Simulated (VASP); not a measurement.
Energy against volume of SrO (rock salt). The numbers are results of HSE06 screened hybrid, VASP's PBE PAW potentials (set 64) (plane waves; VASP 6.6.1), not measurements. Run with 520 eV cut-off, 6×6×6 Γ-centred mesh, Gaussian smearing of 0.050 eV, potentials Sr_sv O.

| V (Å³/atom) | E (eV/atom) |
|---|---|
| 16.567 | -7.09435 |
| 17.096 | -7.10192 |
| 17.625 | -7.09966 |
| 18.153 | -7.08918 |

Q: Fit these four points and predict the energy of the run at 16.038 Å³/atom.

A: A cubic in V^(−2/3), the third-order Birch-Murnaghan form, passes through the four points with V0 = 17.23 Å³/atom and B0 = 93 GPa, and gives -7.0751 eV/atom there. The run gave -7.0752 eV/atom, -0.2 meV/atom from the fit; all five points give B0 = 92 GPa.

The compound is SrO in the rock salt structure. It was relaxed first. The cell's shape comes from a PBE relaxation.
